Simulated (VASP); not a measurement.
# GaN: excitons from the Bethe-Salpeter equation, part 4 of 4

Aim: the optical spectrum of GaN with the electron-hole interaction. The cell is of the zinc-blende type, one of the forms listed for this formula. The start is a computed cell from the Materials Project.

VASP 6.6.1, plane waves and PAW; the level of theory is named at each step.

So far, lowest excitation (eV): step 5 (BSE, Tamm-Dancoff, BSE on G0W0 on PBE) 2.51; step 6 (without the electron-hole attraction) 2.83.

**7. Independent quasiparticles**

This step: BSE on G0W0 on PBE, independent quasiparticles; plane waves and PAW (Ga_d_GW, N_GW) (VASP 6.6.1).

With LADDER and LHARTREE off the pairs don't interact at all, so the lowest line must equal the direct gap.

INCAR reads:

```
SYSTEM = GaN
PREC = Accurate
ENCUT = 450
ISMEAR = 0
SIGMA = 0.01
LREAL = .FALSE.
GGA = PE
NBANDS = 56
ALGO = BSE
NBANDSO = 5
NBANDSV = 4
OMEGAMAX = 25
NEDOS = 1000
CSHIFT = 0.1
PRECFOCK = Fast
LWAVE = .FALSE.
LCHARG = .FALSE.
ENCUTGW = 100
ANTIRES = 0
LADDER = .FALSE.
LHARTREE = .FALSE.
```

POSCAR reads:

```
GaN
1.0
    0.0000000000      2.2535006075      2.2535006075
    2.2535006075      0.0000000000      2.2535006075
    2.2535006075      2.2535006075      0.0000000000
Ga N
1 1
Direct
    0.0000000000      0.0000000000      0.0000000000
    0.7500000000      0.7500000000      0.7500000000
```

KPOINTS reads:

```
Automatic mesh
0
Gamma
8 8 8
0 0 0
```

PAW data sets: Ga_d_GW and N_GW (PBE family, release 64).

Command:

```bash
> mpirun -np 8 vasp_std
```

The log of the run:

```text
[banner, memory and clock lines left out]
 LDA part: xc-table for (Slater+PW92), standard interpolation
 found WAVECAR, reading the header
 POSCAR, INCAR and KPOINTS ok, starting setup
 FFT: planning ... GRIDC
 FFT: planning ... GRID_SOFT
 FFT: planning ... GRID
 reading WAVECAR
 the WAVECAR file was read successfully
 initial charge from wavefunction
 available memory per node:     38.08 GB, setting MAXMEM to     38996

 Doing            0  frequencies on each core in blocks of            0
 parallelization over k-points
 Using distributed matrix
 Using distributed eigensolver
 allocating two-electron 4 orbital integral table    5    4    5    4
 BSE setting up matrix
 available memory per node:     37.89 GB, setting MAXMEM to     38794
 Calculate matrix elements of the BSE Hamiltonian:
 Workload is divided into blocks of two-electron 4 orbital integrals computed in
  parallel.
 Each block/integral has dimensions  of (   5,   4,   5,   4) orbitals
 Total number of blocks/integrals:               131328
 Number of spins:                                     1
 Number of kpoints:                                 512
 Spin channel:                                        1
  Number of blocks of unoccupied bands:               1
  Number of blocks of occupied bands:                 1
 Number of rows/columns of blocks:                  512

                                                        Time (sec)
               Integrals                 Ranks       Real         CPU
  [         1 -       4096/    131328]     8         0.15        0.00
  [      4097 -       8192/    131328]     8         0.31        0.00
  [      8193 -      12288/    131328]     8         0.46        0.00
  [     12289 -      16384/    131328]     8         0.61        0.00
  [     16385 -      20480/    131328]     8         0.77        0.00
  [     20481 -      24576/    131328]     8         0.92        0.00
  [     24577 -      28672/    131328]     8         1.07        0.00
  [     28673 -      32768/    131328]     8         1.23        0.00
  [     32769 -      36864/    131328]     8         1.38        0.00
  [     36865 -      40960/    131328]     8         1.54        0.00
  [     40961 -      45056/    131328]     8         1.70        0.00
  [     45057 -      49152/    131328]     8         1.85        0.00
  [     49153 -      53248/    131328]     8         2.01        0.00
  [     53249 -      57344/    131328]     8         2.17        0.00
  [     57345 -      61440/    131328]     8         2.32        0.00
  [     61441 -      65536/    131328]     8         2.47        0.00
  [     65537 -      69632/    131328]     8         2.63        0.00
  [     69633 -      73728/    131328]     8         2.78        0.00
  [     73729 -      77824/    131328]     8         2.93        0.00
  [     77825 -      81920/    131328]     8         3.09        0.00
  [     81921 -      86016/    131328]     8         3.25        0.00
  [     86017 -      90112/    131328]     8         3.41        0.00
  [     90113 -      94208/    131328]     8         3.56        0.00
  [     94209 -      98304/    131328]     8         3.72        0.00
  [     98305 -     102400/    131328]     8         3.87        0.00
  [    102401 -     106496/    131328]     8         4.03        0.00
  [    106497 -     110592/    131328]     8         4.18        0.00
  [    110593 -     114688/    131328]     8         4.34        0.00
  [    114689 -     118784/    131328]     8         4.49        0.00
  [    118785 -     122880/    131328]     8         4.65        0.00
  [    122881 -     126976/    131328]     8         4.80        0.00
  [    126977 -     131072/    131328]     8         4.95        0.00
  [    131073 -     131328/    131328]     8         4.97        0.00

[... 7 parts as in an earlier step ...]
```

The job ended after 42 s (8 MPI ranks of Intel Xeon 6975P-C (Granite Rapids), shared host; peak memory 5.1 GiB; 5.4 min of CPU time).

From OUTCAR (step 7):

```text
   NELECT =      18.0000    total number of electrons

 E-fermi :   6.1606

[... 8 parts as in an earlier step ...]

[... 2 further parts left out ...]
```

This step gave:

- lowest excitation: 2.822 eV

The imaginary dielectric function, xx has structure finer than the step of the table below, so its rows give means over 0.5 eV, whole bins alone (the curve runs from 0 to 25 eV). Peaks (eV: height): 6.76: 6.68, 7.93: 10.7, 8.18: 9.26, 8.96: 9.40, 10.59: 8.64, 10.96: 8.16, 12.59: 11.2.

From 5 filled and 4 empty bands alone, without any pair above OMEGAMAX = 25 eV, so strength is missing wherever others contribute; lines are broadened by CSHIFT, which also makes the tail under the first line. The imaginary dielectric function, xx by photon energy; means over each step:

photon energy (eV), imaginary dielectric function, xx and a bar:
```
      0.5        0.0 
      1.0        0.0 
      1.5        0.0 
      2.0        0.1 
      2.5        0.7 ##
      3.0        1.6 #####
      3.5        0.3 #
      4.0        1.8 ######
      4.5        1.7 ######
      5.0        1.4 #####
      5.5        1.8 ######
      6.0        2.2 #######
      6.5        3.9 #############
      7.0        5.3 ##################
      7.5        5.3 ##################
      8.0        9.0 ##############################
      8.5        6.8 #######################
      9.0        6.9 #######################
      9.5        4.0 #############
     10.0        4.2 ##############
     10.5        6.9 #######################
     11.0        6.3 #####################
     11.5        5.7 ###################
     12.0        5.7 ###################
     12.5        7.2 ########################
     13.0        4.8 ################
     13.5        4.1 ##############
     14.0        4.3 ##############
     14.5        2.0 #######
     15.0        2.0 #######
     15.5        1.4 #####
     16.0        1.3 ####
     16.5        0.8 ###
     17.0        0.6 ##
     17.5        0.4 #
     18.0        0.2 #
     18.5        0.2 #
     19.0        0.2 #
     19.5        0.2 #
     20.0        0.1 
     20.5        0.1 
     21.0        0.1 
     21.5        0.1 
     22.0        0.0 
     22.5        0.1 
     23.0        0.1 
     23.5        0.0 
     24.0        0.0 
     24.5        0.0
```

The lowest excitation lies at 2.822 eV, +310 meV against the Tamm-Dancoff singlet. Peak heights aren't converged with the mesh, least of all at the onset.

**8. Summary**

This step: BSE on G0W0 on PBE; plane waves and PAW (VASP 6.6.1).

Derived from the runs above.

Cost is wall time times ranks on a shared host, for this step alone, without the steps before it. Excitations by level:

```csv
level,first excitation (eV),cost (core minutes)
"BSE, Tamm-Dancoff",2.512,10.67
without the electron-hole attraction,2.826,8.13
independent quasiparticles,2.822,5.6
```

**9. Results**

| Property | Result |
| --- | --- |
| BSE, Tamm-Dancoff | lowest vertical excitation 2.512 eV; direct gap 2.822 eV |
| without the electron-hole attraction | lowest vertical excitation 2.826 eV; direct gap 2.822 eV |
| independent quasiparticles | lowest vertical excitation 2.822 eV; direct gap 2.822 eV |

What this shows: The Bethe-Salpeter equation puts the lowest vertical singlet excitation at 2.512 eV, 0.31 eV below the direct gap of 2.822 eV; the states within 10 meV of it carry 58 % of the strength of the strongest such group among the lowest 40 states. The attraction moves the centre of weight of eps2 xx over the computed range by -1.85 eV against the run without the attraction, a shift that holds the same mesh error. The binding energy was not obtained: in a well-screened crystal the exciton spreads over many cells, and on this mesh its distance from the gap is set by the mesh and is far too large. On such a mesh the heights of single peaks aren't converged either. Bands, response cutoff and mesh of the GW step weren't tested in this session. Only the bands set by NBANDSO and NBANDSV form pairs, and any pair above OMEGAMAX = 25 eV is dropped, so the spectrum is that of this window; the window can cut degenerate bands. Spin-orbit coupling is left out; with Ga in the cell it can split or shift band edges, by an amount that depends on which atoms form them and isn't tested here. The given cell is kept, although it stands at +3.5 GPa at PBE and ENCUT = 450 eV, which holds the mismatch of the given cell with this functional and any basis-set error. Not tabulated here, as repeats of values shown or as unfit to read for their mesh, reference level or band range: eps2 curves (empty bands); eps1 curves and static values (BSE, empty bands, independent quasiparticles, without the electron-hole attraction); exciton binding energies (BSE); line lists of runs without attraction (independent quasiparticles, without the electron-hole attraction).

[Lines on the potential files, build, host, timing and source positions are cut from VASP's logs without a mark.]

[Logs are printed without paths, hosts, clocks, repeated set-up lines and the standing remarks that a program may print on its own settings, such as how far it seeks lower states.]

[Hosts, paths, dates, database ids (printed as entryN), source tags and the programs' standing remarks are cut or masked in the printed files.]

[Pressures printed for these runs are not shown converged in the cutoff: they can be off by several GPa and have the wrong sign.]
